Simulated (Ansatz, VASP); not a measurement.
# Cross-check of B13C2 (B13C2 (R-3m)) between VASP and Ansatz

Aim: how closely do two programs agree when they are given the same cell, functional and k mesh? The cell is taken from a series of runs on this material, whose earlier steps may have relaxed, scaled, displaced or heated it; both programs get it as it stands.

Calculated with Ansatz 0.2.0; plane waves, with VASP 6.6.1 beside it; relaxation of cell and atoms at r2SCAN.

## 1. The starting structure

The structure is trigonal, space group R-3m (No. 166). The conventional cell has a = 5.649 Å, b = 5.649 Å, c = 12.087 Å, α = 90.00°, β = 90.00°, γ = 120.00°. Nearest to B lie 2 C at 1.44 Å. B has 1 C at 1.61 Å and 5 B at 1.78 to 1.81 Å nearest. B has 6 B at 1.76 to 1.81 Å nearest. C has 4 B at 1.44 to 1.61 Å nearest. Farther neighbours are not listed.

## 2. Ansatz: relaxation of cell and atoms, r2SCAN

Ansatz runs on its PAW soft_1 files.

The relaxed volume is the usual yardstick between codes: in a stiff, nearly cubic crystal its relative difference is about their pressure difference at one cell divided by the bulk modulus.

Input file input.yaml:

```yaml
crystal:
  lattice:
    - [2.8243559, 1.6306427, 4.0291619]
    - [-2.8243559, 1.6306427, 4.0291619]
    - [0.0, -3.2612853, 4.0291619]
  atoms:
    - { symbol: B, position: [0.5, 0.5, 0.5] }
    - { symbol: B, position: [0.80339287, 0.3185897, 0.80339287] }
    - { symbol: B, position: [0.80339287, 0.80339287, 0.3185897] }
    - { symbol: B, position: [0.3185897, 0.80339287, 0.80339287] }
    - { symbol: B, position: [0.6814103, 0.19660713, 0.19660713] }
    - { symbol: B, position: [0.19660713, 0.6814103, 0.19660713] }
    - { symbol: B, position: [0.19660713, 0.19660713, 0.6814103] }
    - { symbol: B, position: [0.00787236, 0.32392314, 0.00787236] }
    - { symbol: B, position: [0.00787236, 0.00787236, 0.32392314] }
    - { symbol: B, position: [0.32392314, 0.00787236, 0.00787236] }
    - { symbol: B, position: [0.67607686, 0.99212764, 0.99212764] }
    - { symbol: B, position: [0.99212764, 0.67607686, 0.99212764] }
    - { symbol: B, position: [0.99212764, 0.99212764, 0.67607686] }
    - { symbol: C, position: [0.61881155, 0.61881155, 0.61881155] }
    - { symbol: C, position: [0.38118845, 0.38118845, 0.38118845] }
basis:
  ecutwfc: 500
  xc_grid: 2
hamiltonian:
  xc: r2scan
  pseudopotentials: { kind: paw, azcp: { folder: soft_1 } }
kpoints:
  mp_grid: { grid: [9, 9, 9] }
scf:
  occupations: { method: fermi_dirac, width: 0.05 }
  max_iter: 150
output:
  forces: true
  stress: true
relax:
  f_tol: 0.01
  max_steps: 60
  cell: {}
checkpoint:
  write: "../r2scan.run"
  compress: false
  write_wavefunctions: false
  write_every: 100000
```

Started as:

```bash
> ansatz run input.yaml --threads 4 --pin off --max-ram 6594MiB --backend cpu --events-out ev --progress --plain --runs-dir out
```

Numbers of over 12 decimals in the logs are rounded to 6 here.

Output:

```text
Engine: ansatz 0.2.0, x86_64-unknown-linux-gnu
Pseudopotentials: kind: paw
Pseudopotential: B, paw, valence charge 3, recommended cutoff 500 eV (meta_gga), soft_1/B.paw.azcp
Pseudopotential: C, paw, valence charge 4, recommended cutoff 500 eV (meta_gga), soft_1/C.paw.azcp
Functional definition: r2SCAN
  parameter k0 = 0.174
  parameter k1 = 0.065
  parameter a1 = 4.9479
  exchange = r2scan_x(k0 = k0, k1 = k1, a1 = a1)
  correlation = r2scan_c
Crystal: 15 atoms, lattice volume = 111.338 Å³
Basis set: ecut = 500 eV, 2817 PW (Γ), exchange–correlation on 80×80×80 points (8 copies of the dense FFT grid, shifted against one another)
Bands: 39, of which v1, the nominal top of the filled ones, is band 24 counted from 1 (23 counted from 0)
Symmetry: 12 space group operations
Space group: R-3m (ITA 166), of the structure as read, at distance tolerance 4.8e-5 Å
k-points: 85 of 729
Non-local potential: B, projectors of the file, l = 0: 2, l = 1: 2, l = 2: 1
Non-local potential: C, projectors of the file, l = 0: 2, l = 1: 2, l = 2: 1
PAW form: soft (Blöchl's): semilocal exchange-correlation on the pseudo side does not see the compensation charge
PAW frozen core: B, regenerated for the run's functional (the file was generated under x = pbe(κ = 0.804, μ = 0.219515), c = pbe(β = 0.066725))
PAW frozen core: C, regenerated for the run's functional (the file was generated under x = pbe(κ = 0.804, μ = 0.219515), c = pbe(β = 0.066725))
PAW one-centre angular grid: B, 302 points (default); XC on 223 of its mesh's 2233 points in the sphere
PAW one-centre angular grid: C, 302 points (default); XC on 219 of its mesh's 2255 points in the sphere
Initial density: superposition of atomic densities (chi_scale 0.1, normalization cell, long waves kept (reshape's long-wave potential 0.10 eV rms))
Initial wavefunctions: pseudopotential atomic-orbital guess
Functional: x = r2scan, c = r2scan; τ floored in thin density (d = 2e-4 eV/Å³)
SCF iter   1: F=—  HF=-2543.619935 eV  |F-HF|=—  |Δ(HF+E_count)|=         —  Δρ=1.00e-1  dr2=1.46e1  dr2_τ=2.77e0  ethr=3.10e-3  ⟨swp⟩=6.0  Hψ=15718  notcnv=0  defer=167
preconditioner: auto → Kerker (q_TF=auto, 2.363 Å⁻¹)  [metal: Δε(μ)=0.019 eV  Ē_g=14.206 eV  σ=0.050 eV  W_gap=0.09  n_scr=20 (ndim 8)  ℏωp=24.1 eV  f_vac=0.000  D(μ)=3.18/eV (n_scr^D=20)]
SCF iter   2: F=—  HF=-2541.171516 eV  |F-HF|=—  |Δ(HF+E_count)|=    2.45e0  Δρ=6.00e-2  dr2=6.11e0  dr2_τ=6.30e-2  ethr=3.10e-3  ⟨swp⟩=2.1  Hψ=6517  notcnv=0  defer=715
SCF iter   3: F=—  HF=-2539.895686 eV  |F-HF|=—  |Δ(HF+E_count)|=    1.28e0  Δρ=1.13e-2  dr2=2.60e-1  dr2_τ=2.83e-2  ethr=3.10e-3  ⟨swp⟩=3.0  Hψ=5705  notcnv=0  defer=715
SCF iter   4: F=—  HF=-2539.918034 eV  |F-HF|=—  |Δ(HF+E_count)|=   2.23e-2  Δρ=4.36e-3  dr2=1.51e-2  dr2_τ=6.83e-4  ethr=5.54e-4  ⟨swp⟩=3.0  Hψ=6359  notcnv=0  defer=751
SCF iter   5: F=—  HF=-2539.926951 eV  |F-HF|=—  |Δ(HF+E_count)|=   8.92e-3  Δρ=4.40e-4  dr2=2.58e-4  dr2_τ=1.68e-5  ethr=3.22e-5  ⟨swp⟩=2.9  Hψ=5139  notcnv=0  defer=753
SCF iter   6: F=—  HF=-2539.927046 eV  |F-HF|=—  |Δ(HF+E_count)|=   9.55e-5  Δρ=1.07e-4  dr2=1.69e-5  dr2_τ=4.51e-7  ethr=5.49e-7  ⟨swp⟩=2.0  Hψ=4192  notcnv=0  defer=753
SCF iter   7: F=—  HF=-2539.927051 eV  |F-HF|=—  |Δ(HF+E_count)|=   4.80e-6  Δρ=2.26e-5  dr2=8.78e-7  dr2_τ=2.16e-8  ethr=3.59e-8  ⟨swp⟩=2.7  Hψ=4790  notcnv=0  defer=753
SCF iter   8: F=-2539.927051 eV  HF=-2539.927051 eV  |F-HF|=5.54e-10  |Δ(HF+E_count)|=   1.67e-7  Δρ=4.84e-6  dr2=4.39e-8  dr2_τ=1.58e-9  ethr=2.13e-10  ⟨swp⟩=5.0  Hψ=10591  notcnv=0
SCF 1 converged in 8 iterations: F = -2539.927051 eV  dr2 = 4.39e-8
  greatest PAW one-centre occupation: 0.671 electrons in one spin orbital (limit 2), on the C atom at site 14 (counted from 0), in its partial waves of l = 0
relax step   1: F+E_penalty+E_count = -2539.92705141 eV  Δ(F+E_penalty+E_count) = +0.000e0 eV  max|allowed force component| = 2.240e-2 eV/Å  Δτ_max = 0.0000 Å  P = -0.225 GPa  Ω = 111.338 Å³  (8 SCF iters, dr2 threshold 1.00e-7 eV, accepted)
[...]
relax step   2: F+E_penalty+E_count = -2539.92720800 eV  Δ(F+E_penalty+E_count) = -1.566e-4 eV  max|allowed force component| = 1.359e-2 eV/Å  Δτ_max = 0.0005 Å  P = -0.111 GPa  Ω = 111.293 Å³  energy of the carried Pulay correction = +4.507e-6 eV  (4 SCF iters, dr2 threshold 2.60e-7 eV, accepted)
[...]
relax step   3: F+E_penalty+E_count = -2539.92725468 eV  Δ(F+E_penalty+E_count) = -4.667e-5 eV  max|allowed force component| = 2.215e-3 eV/Å  Δτ_max = 0.0004 Å  P = -0.002 GPa  Ω = 111.244 Å³  energy of the carried Pulay correction = +9.304e-6 eV  (4 SCF iters, dr2 threshold 3.75e-8 eV, accepted)
[...]
relax step   4: F+E_penalty+E_count = -2539.92724569 eV  Δ(F+E_penalty+E_count) = +8.984e-6 eV  max|allowed force component| = 2.175e-3 eV/Å  Δτ_max = 0.0000 Å  P = -0.002 GPa  Ω = 111.244 Å³  stress off target by 1.30e-2 GPa  SCF on the basis re-selected at this cell (its energy is not comparable with the rows above)  (4 SCF iters)
basis re-selected at this cell: Δ(F+E_penalty+E_count) = +8.984e-6 eV, ΔP = +0.000 GPa vs the last step (what re-selecting the basis moved, of the pressure what is left beyond the Pulay correction that the steps carried, after the strain that the cell walked since its last selection, with what the two solves' SCF thresholds leave and, on support functions, any second-order correction that the steps lacked; it is no m [...]
SCF converged after 4 iterations
Free energy (F): -2539.927246 eV
Harris-Foulkes:  -2539.927246 eV  (|F-HF|=1.64e-11)
Internal energy: -2539.900250 eV  (E = F + TS)
E sigma→0 (E₀):  -2539.913748 eV
Entropy (-TS):   -0.026996 eV (-1.800 meV/atom)
Fermi energy:    7.488144 eV
--- Per-component energies (eV) ---
  E_band       = 74.116811
  E_kinetic    = 823.097939
  E_local      = -559.461791  (includes V_loc(G=0)·N_el)
  E_nonlocal   = 148.671694
  E_hartree    = 175.553656
  E_xc         = -509.673670
  E_vxc        = -670.908824  (∫ρ·V_xc dr)
  E_paw        = -1238.936603  (= ΣΔE_a)
  E_vpaw       = -50.976887  (= ΣTr[D̂ρ^β])
  E_aug_tail   = 0.000010  (compensation charges beyond the density's cutoff)
  E_vtau       = 32.587331  (kinetic-family band-sum trace: ∫τ·v_τ [+ j·A + Jᵃ·Aᵃ] dr)
  E_ewald      = -1378.862188
  E_core_change = -0.289297  (= ΣΔE_core)
  E_smearing   = -0.026996  (= −TS)
  E_closure    = -0.000000  (closes the sum)
  Σ components = -2539.927246   (vs F -2539.927246, Δ=0.00e0)
--- Forces (eV/Å), atoms counted from 1 ---
  atom   1  B      0.00000000     0.00000000     0.00000000
  atom   2  B      0.00113373    -0.00065456    -0.00081163
  atom   3  B      0.00000000     0.00130911    -0.00081163
  atom   4  B     -0.00113373    -0.00065456    -0.00081163
  atom   5  B      0.00113373     0.00065456     0.00081163
  atom   6  B     -0.00113373     0.00065456     0.00081163
  atom   7  B      0.00000000    -0.00130911     0.00081163
  atom   8  B      0.00188388    -0.00108766    -0.00209267
  atom   9  B     -0.00000000     0.00217531    -0.00209267
  atom  10  B     -0.00188388    -0.00108766    -0.00209267
  atom  11  B      0.00188388     0.00108766     0.00209267
  atom  12  B     -0.00188388     0.00108766     0.00209267
  atom  13  B      0.00000000    -0.00217531     0.00209267
  atom  14  C      0.00000000    -0.00000000    -0.00188504
  atom  15  C      0.00000000     0.00000000     0.00188504
  max |Σ_I F_I| component: 9.18e-18 eV/Å
--- Stress (GPa, compression-positive) ---
        0.004129       0.000000      -0.000000
        0.000000       0.004129      -0.000000
        0.000000      -0.000000      -0.012968
  P = ⅓ Tr σ = -0.0016 GPa (-0.016 kbar)
--- Relaxed structure (3 steps of the walk, 3 accepted, 1 SCFs on fresh bases) ---
  F+E_penalty+E_count = -2539.92724569 eV   max|allowed force component| = 2.175e-3 eV/Å   (the final SCF, on the basis selected at the relaxed cell)
  cell:  # Å, volume = 111.2444 Å³
    - [2.822959, 1.629836, 4.029751]
    - [-2.822959, 1.629836, 4.029751]
    - [0, -3.259673, 4.029751]
  atoms:
    - { symbol: B, position: [0.500000, 0.500000, 0.500000] }
    - { symbol: B, position: [0.803441, 0.318526, 0.803441] }
    - { symbol: B, position: [0.803441, 0.803441, 0.318526] }
    - { symbol: B, position: [0.318526, 0.803441, 0.803441] }
    - { symbol: B, position: [0.681474, 0.196559, 0.196559] }
    - { symbol: B, position: [0.196559, 0.681474, 0.196559] }
    - { symbol: B, position: [0.196559, 0.196559, 0.681474] }
    - { symbol: B, position: [0.00777266, 0.323910, 0.00777266] }
    - { symbol: B, position: [0.00777266, 0.00777266, 0.323910] }
    - { symbol: B, position: [0.323910, 0.00777266, 0.00777266] }
    - { symbol: B, position: [0.676090, 0.992227, 0.992227] }
    - { symbol: B, position: [0.992227, 0.676090, 0.992227] }
    - { symbol: B, position: [0.992227, 0.992227, 0.676090] }
    - { symbol: C, position: [0.618834, 0.618834, 0.618834] }
    - { symbol: C, position: [0.381166, 0.381166, 0.381166] }
```

[end of part 1 of 2]

[Lines on the potential files, build, host, timing and source positions are cut from VASP's logs without a mark.]

[Logs are printed without paths, hosts, clocks, repeated set-up lines and the standing remarks that a program may print on its own settings, such as how far it seeks lower states.]

[Hosts, paths, dates, database ids (printed as entryN), source tags and the programs' standing remarks are cut or masked in the printed files.]
